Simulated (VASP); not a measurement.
```
CELL_PARAMETERS angstrom
      0.00000     2.83000     2.83000
      2.83000     0.00000     2.83000
      2.83000     2.83000     0.00000
ATOMIC_POSITIONS crystal
  Al 0.00000 0.00000 0.00000
  As 0.25000 0.25000 0.25000
```

These are G0W0 on PBE orbitals, VASP's PBE PAW potentials (set 64) (plane waves; VASP 6.6.1) values and carry that method's errors. Settings: PREC = Normal, 350 eV cut-off, 4×4×4 Γ-centred mesh, Gaussian smearing of 0.010 eV, potentials Al_GW As_GW.

The mesh is coarse and the basis finite, so the quasiparticle values are not converged.

NBANDS = 240, ENCUTGW = 250 eV, NOMEGA = 64. The PBE levels (eV) that the step starts from are:

| state | KS energy | filling |
|---|---|---|
| k1 (0.00, 0.00, 0.00), band 1 | -8.40 | 2 |
| k1 (0.00, 0.00, 0.00), band 2 | 3.47 | 2 |
| k1 (0.00, 0.00, 0.00), band 3 | 3.47 | 2 |
| k1 (0.00, 0.00, 0.00), band 4 | 3.47 | 2 |
| k1 (0.00, 0.00, 0.00), band 5 | 5.51 | 0 |
| k1 (0.00, 0.00, 0.00), band 6 | 7.73 | 0 |
| k1 (0.00, 0.00, 0.00), band 7 | 7.73 | 0 |
| k1 (0.00, 0.00, 0.00), band 8 | 7.73 | 0 |
| k6 (-0.25, 0.25, 0.00), band 1 | -7.05 | 2 |
| k6 (-0.25, 0.25, 0.00), band 2 | -1.10 | 2 |
| k6 (-0.25, 0.25, 0.00), band 3 | 0.58 | 2 |
| k6 (-0.25, 0.25, 0.00), band 4 | 2.56 | 2 |
| k6 (-0.25, 0.25, 0.00), band 5 | 6.84 | 0 |
| k6 (-0.25, 0.25, 0.00), band 6 | 9.22 | 0 |
| k6 (-0.25, 0.25, 0.00), band 7 | 9.35 | 0 |
| k6 (-0.25, 0.25, 0.00), band 8 | 9.78 | 0 |
| k7 (0.50, 0.50, 0.00), band 1 | -6.42 | 2 |
| k7 (0.50, 0.50, 0.00), band 2 | -1.98 | 2 |
| k7 (0.50, 0.50, 0.00), band 3 | 1.28 | 2 |
| k7 (0.50, 0.50, 0.00), band 4 | 1.28 | 2 |
| k7 (0.50, 0.50, 0.00), band 5 | 4.88 | 0 |
| k7 (0.50, 0.50, 0.00), band 6 | 5.74 | 0 |
| k7 (0.50, 0.50, 0.00), band 7 | 13.78 | 0 |
| k7 (0.50, 0.50, 0.00), band 8 | 13.78 | 0 |

Q: Give the quasiparticle energies and renormalisation factors Z.

A: 
| state | QP energy (eV) | Z |
|---|---|---|
| k1 (0.00, 0.00, 0.00), band 1 | -8.98 | 0.65 |
| k1 (0.00, 0.00, 0.00), band 2 | 2.78 | 0.76 |
| k1 (0.00, 0.00, 0.00), band 3 | 2.78 | 0.76 |
| k1 (0.00, 0.00, 0.00), band 4 | 2.78 | 0.76 |
| k1 (0.00, 0.00, 0.00), band 5 | 5.83 | 0.77 |
| k1 (0.00, 0.00, 0.00), band 6 | 7.84 | 0.76 |
| k1 (0.00, 0.00, 0.00), band 7 | 7.84 | 0.76 |
| k1 (0.00, 0.00, 0.00), band 8 | 7.84 | 0.76 |
| k6 (-0.25, 0.25, 0.00), band 1 | -7.59 | 0.69 |
| k6 (-0.25, 0.25, 0.00), band 2 | -1.80 | 0.71 |
| k6 (-0.25, 0.25, 0.00), band 3 | -0.16 | 0.74 |
| k6 (-0.25, 0.25, 0.00), band 4 | 1.85 | 0.76 |
| k6 (-0.25, 0.25, 0.00), band 5 | 6.95 | 0.77 |
| k6 (-0.25, 0.25, 0.00), band 6 | 9.25 | 0.75 |
| k6 (-0.25, 0.25, 0.00), band 7 | 9.46 | 0.74 |
| k6 (-0.25, 0.25, 0.00), band 8 | 9.89 | 0.75 |
| k7 (0.50, 0.50, 0.00), band 1 | -6.91 | 0.69 |
| k7 (0.50, 0.50, 0.00), band 2 | -2.69 | 0.70 |
| k7 (0.50, 0.50, 0.00), band 3 | 0.52 | 0.74 |
| k7 (0.50, 0.50, 0.00), band 4 | 0.52 | 0.74 |
| k7 (0.50, 0.50, 0.00), band 5 | 4.82 | 0.78 |
| k7 (0.50, 0.50, 0.00), band 6 | 5.75 | 0.78 |
| k7 (0.50, 0.50, 0.00), band 7 | 13.84 | 0.72 |
| k7 (0.50, 0.50, 0.00), band 8 | 13.84 | 0.72 |
On the mesh the gap opens from 1.41 to 2.04 eV.

The compound is AlAs in the zinc blende structure. The cell was not relaxed at this level. The k-mesh is coarse (spacing up to 0.48 per Å, 2π included), so the numbers may not be converged in it.
